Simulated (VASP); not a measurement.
Calculation: HSE06 screened hybrid, VASP's PBE PAW potentials (set 64) (plane waves; VASP).

Input for VASP

File POSCAR:
```
Ga32P31S
1
   11.0671092084     0.0000000000     0.0000000000
    0.0000000000    11.0671092084     0.0000000000
    0.0000000000     0.0000000000    11.0671092084
Ga P S
32 31 1
Direct
  0.5011117502   0.9995923332   0.9995803392
  0.7501864548   0.2497362367   0.0002332420
  0.7498302071   0.9998798258   0.2492056854
  0.9995468455   0.0004141030   0.0003334284
  0.2491642500   0.2507752918   0.9990618169
  0.4998330723   0.5004122469   0.9995451668
  0.7491454239   0.7506854832   0.9992279063
  0.2495016909   0.9997564349   0.2509919406
  0.4965827685   0.2480533898   0.2470747442
  0.7532194757   0.5037427208   0.2471801537
  0.4997094730   0.9999813401   0.5001569257
  0.7530954848   0.2466990655   0.5022323862
  0.7490990001   0.9997376003   0.7506823641
  0.0003700168   0.4989376163   0.9994409406
  0.2505201776   0.7495291986   0.0004302679
  0.0001879423   0.2500482629   0.2492675245
  0.2493160223   0.5006472264   0.2498109760
  0.4994914318   0.7503282365   0.2498064943
  0.0007725422   0.9990629897   0.4991416847
  0.2495996070   0.2494271135   0.5002580039
  0.4965462094   0.5028761612   0.5031695740
  0.7500466153   0.7502590678   0.5005684131
  0.2505319327   0.0003615705   0.7495196401
  0.4999388164   0.2495571200   0.7500767243
  0.7503844977   0.5000286981   0.7497018401
  0.0004984110   0.7509410934   0.2508729014
  0.0000863650   0.4999986323   0.5005027449
  0.2493597257   0.7505887106   0.4991658602
  0.0001870533   0.2509168673   0.7504994356
  0.2492326827   0.4991977142   0.7508204243
  0.5009521042   0.7507851633   0.7506243326
  0.9995722234   0.7494443682   0.7496047666
  0.6243769281   0.1255337174   0.1252193020
  0.8747428815   0.3754469126   0.1251064282
  0.8754248384   0.1245041498   0.3744829601
  0.1257754172   0.1250595195   0.1249630558
  0.3742796093   0.3753984246   0.1245381195
  0.6250458843   0.6253905126   0.1248538951
  0.8748178664   0.8742938363   0.1248946347
  0.3750477733   0.1252562436   0.3748113910
  0.8753344649   0.6254869000   0.3752729211
  0.6253087384   0.1249568399   0.6247197666
  0.8748247030   0.3744741004   0.6246108820
  0.8748189209   0.1252462438   0.8744234512
  0.1239673378   0.6251267222   0.1250270053
  0.3749677868   0.8759367270   0.1251457232
  0.1249198228   0.3749463988   0.3750081181
  0.3747323428   0.6251075678   0.3752459176
  0.6249594437   0.8750338926   0.3749680198
  0.1240806872   0.1250456679   0.6250929468
  0.3746260158   0.3749667258   0.6252622635
  0.6246128092   0.6249617641   0.6251325872
  0.8748040996   0.8758070683   0.6251279865
  0.3751944650   0.1250771061   0.8756982798
  0.6252451264   0.3749119445   0.8749651226
  0.8747488873   0.6246981711   0.8755915155
  0.1252302957   0.8750430506   0.3749444972
  0.1257665356   0.6248161195   0.6248592405
  0.3751621559   0.8742468781   0.6247537039
  0.1246486775   0.3749501985   0.8748714229
  0.3751462425   0.6249949467   0.8741186395
  0.6250601462   0.8752430656   0.8749936783
  0.1250753266   0.8749350974   0.8749674329
  0.6249994962   0.3756176041   0.3749754430
```

**KPOINTS**
```
Automatic
0
G
1 1 1
0 0 0
```

INCAR:
```
SYSTEM = Ga32P31S
PREC = Normal; ENCUT = 400; LREAL = Auto
LASPH = .TRUE.; ISYM = 0; NELECT = 258.0
EDIFF = 1E-5; NELM = 50; NELMIN = 4
ALGO = Normal; LMAXMIX = 4
ISMEAR = 0; SIGMA = 0.05
GGA = PE; LHFCALC = .TRUE.; AEXX = 0.25
HFSCREEN = 0.2; PRECFOCK = Fast
ISIF = 0
LWAVE = .FALSE.; LCHARG = .FALSE.
```

POTCAR, in this order: Ga P S (PBE.64 set). Program: vasp_gam. Read from the step before: WAVECAR.

The cell is charged, with a uniform compensating background. The supercell is sampled at Γ alone, which is coarse: total energies, pressure and levels can be off, energies of defects by several tenths of an eV.

Problem. What does the run give for the energy per atom (σ→0)?

Solution. 
```yaml
energy per atom (σ→0): -5.253 eV/atom
```

**OSZICAR**
```
...
DAV:   5    -0.336225677409E+03    0.53813E-02   -0.30281E-03   374   0.958E-02    0.122E+00
DAV:   6    -0.336223851328E+03    0.18261E-02   -0.99293E-04   358   0.541E-02    0.663E-01
DAV:   7    -0.336223246428E+03    0.60490E-03   -0.35646E-04   358   0.320E-02    0.357E-01
DAV:   8    -0.336223052711E+03    0.19372E-03   -0.12119E-04   342   0.189E-02    0.190E-01
DAV:   9    -0.336222993067E+03    0.59644E-04   -0.38489E-05   248   0.114E-02    0.103E-01
DAV:  10    -0.336222976665E+03    0.16402E-04   -0.15534E-05   206   0.797E-03    0.525E-02
DAV:  11    -0.336222973580E+03    0.30846E-05   -0.56841E-06   182   0.462E-03
   1 F= -.33622297E+03 E0= -.33622297E+03  d E =-.391008E-11
```

The cell is a supercell with a defect, built from GaP (zinc blende): S_P, charge -1. The cell's shape comes from a PBE relaxation. The run is not spin-polarised, so no state with unpaired spins was tried.
